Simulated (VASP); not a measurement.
# Mg6SnMo (Amm2) in VASP: single point with SCAN+D3(BJ)

Aim: the single point of Mg6SnMo with SCAN+D3(BJ).

All numbers are computed with VASP 6.6.1; they aren't measurements. Logs are shortened: lines on timing, memory, paths and dates and some standing lists are left out, and cuts for length are marked.

### 1 The undisturbed crystal

It takes space group Amm2 (No. 38, orthorhombic). The conventional cell has a = 4.956 Å, b = 6.262 Å, c = 10.654 Å, α = 90.00°, β = 90.00°, γ = 90.00°. Sn (site symmetry mm2) is surrounded by 10 Mg at 2.95 to 3.23 Å and 2 Mo at 3.00 Å. Mo (site symmetry mm2) is surrounded by 2 Sn at 3.00 Å and 10 Mg at 3.02 to 3.13 Å. Mg (site symmetry mm2) has 10 Mg at 3.06 to 3.10 Å and 2 Mo at 3.13 Å as nearest neighbours. Around Mg (site symmetry m) lie 2 Mo at 3.05 to 3.13 Å and 8 Mg at 3.05 to 3.19 Å and 2 Sn at 3.11 Å. Around Mg (site symmetry mm2) lie 10 Mg at 3.05 to 3.10 Å and 2 Sn at 3.13 Å. Mg (site symmetry m) is surrounded by 2 Sn at 2.95 to 3.23 Å and 8 Mg at 2.99 to 3.27 Å and 2 Mo at 3.02 Å.

The cell comes from a database or a generator and needn't be the stable form of this composition.

### 2 Single point, SCAN+D3(BJ) (volume scaled by 1.15)

The input, run.py:

```python
from ase.calculators.vasp import Vasp
from ase.dft.bandgap import bandgap
from ase.io import read

atoms = read('Mg6SnMo.cif', primitive_cell=True, subtrans_included=False)
calc = Vasp(
    directory='calc',
    xc='scan',
    pp='PBE',
    setups='recommended',
    prec='Accurate',
    encut=520,
    ediff=1e-06,
    ismear=0,
    sigma=0.05,
    lreal=False,
    lasph=True,
    nelm=80,
    algo='Normal',
    isif=2,
    lwave=False,
    lcharg=False,
    lmixtau=True,
    ivdw=12,
    amix=0.2,
    bmix=0.0001,
    amix_mag=0.8,
    bmix_mag=0.0001,
    kpts=[1, 1, 1],
    gamma=True,
    nbands=30,
)
atoms.calc = calc

print('energy (eV):', atoms.get_potential_energy())
print('free energy (eV):', atoms.get_potential_energy(force_consistent=True))
print('forces (eV/A):')
print(atoms.get_forces())
print('stress (eV/A^3, Voigt):', atoms.get_stress())
print('Fermi level (eV):', calc.get_fermi_level())
gap, top, bottom = bandgap(calc)
print('band gap (eV):', gap, 'from (spin, k, band)', top, 'to', bottom)
```

The input, Mg6SnMo.cif:

```cif
data_Mg6SnMo
_cell_length_a 5.19272345
_cell_length_b 6.56019719
_cell_length_c 11.16256539
_cell_angle_alpha 90.00000000
_cell_angle_beta 90.00000000
_cell_angle_gamma 90.00000000
_space_group_name_H-M_alt 'Amm2'
_space_group_name_Hall 'A 2 -2'
_space_group_IT_number 38
loop_
_space_group_symop_operation_xyz
'x,y,z'
'-x,-y,z'
'-x,y,z'
'x,-y,z'
'x,y+1/2,z+1/2'
'-x,-y+1/2,z+1/2'
'-x,y+1/2,z+1/2'
'x,-y+1/2,z+1/2'
loop_
_atom_site_label
_atom_site_type_symbol
_atom_site_symmetry_multiplicity
_atom_site_Wyckoff_symbol
_atom_site_fract_x
_atom_site_fract_y
_atom_site_fract_z
_atom_site_occupancy
Sn1 Sn 2 a 0.0000000000 0.5000000000 0.3248630000 1
Mo1 Mo 2 b 0.5000000000 0.5000000000 0.1661460000 1
Mg1 Mg 2 b 0.5000000000 0.5000000000 0.6657720000 1
Mg2 Mg 4 e 0.5000000000 0.7452370000 0.9187670000 1
Mg3 Mg 2 a 0.0000000000 0.5000000000 0.8337240000 1
Mg4 Mg 4 d 0.0000000000 0.7389360000 0.0859810000 1
```

Potentials or basis: VASP PAW PBE potentials, release 64 (Mg, Sn_d, Mo_sv).

Launch:

```sh
python run.py
```

Output:

```text
energy (eV): -100.11449078
free energy (eV): -100.11449078
forces (eV/A):
[[ 0.          0.         -0.23830223]
 [ 0.          0.08447781  0.17867612]
 [ 0.         -0.08447781  0.17867612]
 [ 0.          0.          0.28397815]
 [ 0.          0.         -0.8091684 ]
 [ 0.          0.          0.43816345]
 [ 0.         -0.51946621 -0.0160116 ]
 [ 0.          0.51946621 -0.0160116 ]]
stress (eV/A^3, Voigt): [ 0.08134372  0.04277892  0.0296533  -0.         -0.         -0.        ]
Fermi level (eV): 3.04557459
band gap (eV): 0.8465000000000003 from (spin, k, band) (0, np.int64(0), np.int64(19)) to (0, np.int64(0), np.int64(20))
```

OUTCAR:

```text
AMIX = 0.200000
   AMIX_MAG = 0.800000
   ENCUT = 520.000000
   EDIFF = 1.00e-06
   METAGGA = SCAN
   PREC = Accurate
   ISIF = 2
   ISMEAR = 0
   NELM = 80
   IVDW = 12
   LASPH = .TRUE.
   LREAL = .FALSE.
 IVDW          = 12

 ion  position               nearest neighbor table
   1  0.834  0.166  0.500-   4 3.20   4 3.20   3 3.22   2 3.22   5 3.24   5 3.24   6 3.24   6 3.24
                             3 3.25   2 3.25   8 3.28   8 3.28
   2  0.826  0.664  0.500-   8 3.20   5 3.20   5 3.20   4 3.20   4 3.20   3 3.22   1 3.22   1 3.25
                             7 3.26   7 3.26   8 3.28   3 3.34
   3  0.336  0.174  0.500-   8 3.20   6 3.20   6 3.20   4 3.20   4 3.20   2 3.22   1 3.22   1 3.25
                             7 3.26   7 3.26   8 3.28   2 3.34
   4  0.666  0.334  0.000-   2 3.20   2 3.20   3 3.20   3 3.20   1 3.20   1 3.20   5 3.22   6 3.22
                             6 3.25   5 3.25   7 3.28   7 3.28
   5  0.653  0.825  0.000-   7 3.09   6 3.13   8 3.16   8 3.16   2 3.20   2 3.20   4 3.22   1 3.24
                             1 3.24   4 3.25   7 3.38   6 3.43
   6  0.175  0.347  0.000-   7 3.09   5 3.13   8 3.16   8 3.16   3 3.20   3 3.20   4 3.22   1 3.24
                             1 3.24   4 3.25   7 3.38   5 3.43
   7  0.175  0.825  0.000-   5 3.09   6 3.09   8 3.14   8 3.14   2 3.26   2 3.26   3 3.26   3 3.26
                             4 3.28   4 3.28   6 3.38   5 3.38
   8  0.334  0.666  0.500-   7 3.14   7 3.14   5 3.16   5 3.16   6 3.16   6 3.16   2 3.20   3 3.20
                             3 3.28   2 3.28   1 3.28   1 3.28

  LATTYP: Found a base centered orthorhombic cell.
 ALAT       =     6.5601971900
 B/A-ratio  =     1.7015594298
 C/A-ratio  =     0.7915499031

  Lattice vectors:

 A1 = (   0.0000000000,   3.2800985950,  -5.5812826950)
 A2 = (   0.0000000000,   3.2800985950,   5.5812826950)
 A3 = (   5.1927234500,   0.0000000000,   0.0000000000)

Analysis of symmetry for initial positions (statically):
=====================================================================
 Subroutine PRICEL returns:
 Original cell was already a primitive cell.

 Routine SETGRP: Setting up the symmetry group for a
 base centered orthorhombic supercell.

 Subroutine GETGRP returns: Found  4 space group operations
 (whereof  4 operations were pure point group operations)
 out of a pool of  8 trial point group operations.

The static configuration has the point symmetry C_2v.

Analysis of symmetry for dynamics (positions and initial velocities):
=====================================================================
 Subroutine PRICEL returns:
 Original cell was already a primitive cell.

 Routine SETGRP: Setting up the symmetry group for a
 base centered orthorhombic supercell.

 Subroutine GETGRP returns: Found  4 space group operations
 (whereof  4 operations were pure point group operations)
 out of a pool of  8 trial point group operations.

The dynamic configuration has the point symmetry C_2v.

 Subroutine INISYM returns: Found  4 space group operations
 (whereof  4 operations are pure point group operations),
 and found     1 'primitive' translations

----------------------------------------------------------------------------------------

                                     Primitive cell

  volume of cell :     190.1280

[... 55 lines left out ...]
 Following reciprocal coordinates:
            Coordinates               Weight
  0.000000  0.000000  0.000000      1.000000
   k-points           NKPTS =      1   k-points in BZ     NKDIM =      1   number of bands    NBANDS=     30
   number of dos      NEDOS =    301   number of ions     NIONS =      8
   total plane-waves  NPLWV =  92160
   dimension x,y,z NGX =    48 NGY =   48 NGZ =   40
   dimension x,y,z NGXF=    96 NGYF=   96 NGZF=   80
   ions per type =               6   1   1
   NGX,Y,Z   is equivalent  to a cutoff of  12.33, 12.33, 12.81 a.u.
   NGXF,Y,Z  is equivalent  to a cutoff of  24.65, 24.65, 25.61 a.u.
 SYSTEM =  unknown system
   PREC   = accura    normal or accurate (medium, high low for compatibility)
   ISTART =      0    job   : 0-new  1-cont  2-samecut
   ICHARG =      2    charge: 1-file 2-atom 10-const
   ISPIN  =      1    spin polarized calculation?
   LNONCOLLINEAR =      F non collinear calculations
   LSORBIT =      F    spin-orbit coupling
   LASPH  =      T    aspherical Exc in radial PAW
   ENCUT  =  520.0 eV  38.22 Ry    6.18 a.u.  12.04 12.04  9.66*2*pi/ulx,y,z
   NELM   =     80;   NELMIN=  2; NELMDL= -5     # of ELM steps
   EDIFF  = 0.1E-05   stopping-criterion for ELM
   LREAL  =      F    real-space projection
   EDIFFG = 0.1E-04   stopping-criterion for IOM
   NSW    =      0    number of steps for IOM
   IBRION =     -1    ionic relax: 0-MD 1-quasi-New 2-CG
   NFREE  =      0    steps in history (QN), initial steepest desc. (CG)
   ISIF   =      2    stress and relaxation
   ISYM   =      2    0-nonsym 1-usesym 2-fastsym
   POTIM  = 0.5000    time-step for ionic-motion
   TEBEG  =    0.0;   TEEND  =   0.0 temperature during run
   PSTRESS=    0.0 pullay stress
   NELECT =      40.0000    total number of electrons
   NUPDOWN=      -1.0000    fix difference up-down
   EMIN   =  10.00;   EMAX   =-10.00  energy-range for DOS
   EFERMI =   0.00;   METHOD = LEGACY
   ISMEAR =     0;   SIGMA  =   0.05  broadening in eV -4-tet -1-fermi 0-gaus
   EFERMI_NEDOS =   21; number of points for ismear=-14 and -15
   IALGO  =     38    algorithm
   IMIX   =      4    mixing-type and parameters
     AMIX     =   0.20;   BMIX     =  0.00
     AMIX_MAG =   0.80;   BMIX_MAG =  0.00
  volume/ion in A,a.u.               =      23.77       160.38
  Fermi-wavevector in a.u.,A,eV,Ry     =   0.973672  1.839974 12.898835  0.948038
  Thomas-Fermi vector in A             =   2.104071
   LORBIT       =      0    0 simple, 1 ext, 2 COOP (PROOUT), +10 PAW based schemes
   METAGGA = SCAN    functional components
   LHFCALC =     F    Hartree Fock is set to
   AEXX    =    0.0000 exact exchange contribution
   IVDW    =    12    specifies the selected vdW correction
   LEPSILON=     F    determine dielectric tensor
   LRPA    =     F    only Hartree local field effects (RPA)
 non-spin polarized calculation
 Gauss-broadening in eV      SIGMA  =   0.05
  energy-cutoff  :      520.00
  volume of cell :      190.13
 maximum number of plane-waves:      5119
   NGX = 25   NGY = 25   NGZ = 19

 number of electron      39.9999996 magnetization

 Free energy of the ion-electron system (eV)
  ---------------------------------------------------
  ext. energy  EPLUGINS =         0.00000000
  ---------------------------------------------------
  free energy    TOTEN  =       -99.37868457 eV

  energy without entropy =      -99.37868457  energy(sigma->0) =      -99.37868457

 E-fermi :   3.0456     XC(G=0):  -9.6590

 val. band max:        2.6619933630   @ k =   0.0000   0.0000   0.0000
 cond. band min:       3.5084549231   @ k =   0.0000   0.0000   0.0000
 fundamental gap:      0.8464615602
 Fermi energy:         3.0455745875

 k-point     1 :       0.0000    0.0000    0.0000
  band No.  band energies     occupation
      1     -59.6528      2.00000
      2     -33.1365      2.00000
      3     -33.1300      2.00000
      4     -32.3493      2.00000
      5     -17.9943      2.00000
      6     -17.9922      2.00000
[... 22 lines left out ...]
     29       7.1873      0.00000
     30       7.8041      0.00000

------------------------ aborting loop because EDIFF is reached ----------------------------------------

 Edisp (eV)   -0.73581

 E6    (eV) :    -0.7358

 E8    (eV) :     0.0000

  FORCE on cell =-STRESS in cart. coord.  units (eV):
  Direction    XX          YY          ZZ          XY          YZ          ZX
  --------------------------------------------------------------------------------------
  -------------------------------------------------------------------------------------
  Total     -15.46571    -8.13347    -5.63792     0.00000     0.00000     0.00000
  in kB    -130.32700   -68.53938   -47.50983     0.00000     0.00000     0.00000
  external pressure =      -82.13 kB  Pullay stress =        0.00 kB

 VOLUME and BASIS-vectors are now :
 -----------------------------------------------------------------------------
  energy-cutoff  :      520.00
  volume of cell :      190.13
      direct lattice vectors                 reciprocal lattice vectors
     0.000000000  3.280098595 -5.581282695     0.000000000  0.152434442 -0.089585142
     0.000000000  3.280098595  5.581282695     0.000000000  0.152434442  0.089585142
     5.192723450  0.000000000  0.000000000     0.192577173  0.000000000  0.000000000

 POSITION                                       TOTAL-FORCE (eV/Angst)
 -----------------------------------------------------------------------------------
      2.59636      3.28010     -3.73084         0.000000      0.000000     -0.238302
      2.59636      4.88890     -0.90677         0.000000      0.084478      0.178676
      2.59636      1.67130     -0.90677         0.000000     -0.084478      0.178676
      0.00000      3.28010     -1.85607         0.000000      0.000000      0.283978
      0.00000      4.84757      0.95977         0.000000     -0.519466     -0.016012
      0.00000      1.71263      0.95977         0.000000      0.519466     -0.016012
      0.00000      3.28010      3.62630         0.000000      0.000000     -0.809168
      2.59636      3.28010      1.85462         0.000000      0.000000      0.438163
 -----------------------------------------------------------------------------------
    total drift:                               -0.000000      0.000000      0.010223

  FREE ENERGIE OF THE ION-ELECTRON SYSTEM (eV)
  ---------------------------------------------------
  free  energy   TOTEN  =      -100.1144907849 eV

  energy  without entropy=     -100.1144907849  energy(sigma->0) =     -100.11449078
```

INCAR:

```text
AMIX = 0.200000
AMIX_MAG = 0.800000
BMIX = 0.000100
BMIX_MAG = 0.000100
ENCUT = 520.000000
SIGMA = 0.050000
EDIFF = 1.00e-06
ALGO = Normal
METAGGA = SCAN
PREC = Accurate
ISIF = 2
ISMEAR = 0
NBANDS = 30
NELM = 80
IVDW = 12
LASPH = .TRUE.
LCHARG = .FALSE.
LWAVE = .FALSE.
LMIXTAU = .TRUE.
LREAL = .FALSE.
```

Wall time 2 min (1 thread of Intel Xeon Platinum 8259CL at 2.50GHz (Skylake/Cascade Lake), shared host); peak memory 0.32 GiB.

These settings aren't checked as converged (typed here: k = 1 × 1 × 1; AMIX = 0.2; BMIX = 0.0001; AMIX_MAG = 0.8; BMIX_MAG = 0.0001): the numbers below hold their error.

What came out:

```
Free energy                : -100.1145 eV
Pressure                   : -8.2 GPa
Largest force              : 0.809 eV/Å
Band gap on the k mesh     : 0.85 eV, direct
Dispersion energy per atom : -0.092 eV
```

Caveat: the k mesh is coarse (spacing up to 1.21 Å⁻¹), so the values aren't converged; the PAW data sets were made with another functional, which shifts forces and pressure a little; spin-orbit coupling is left out, which moves the levels of the heavy elements; an odd mesh through Γ misses points on the zone boundary, where band edges often lie.
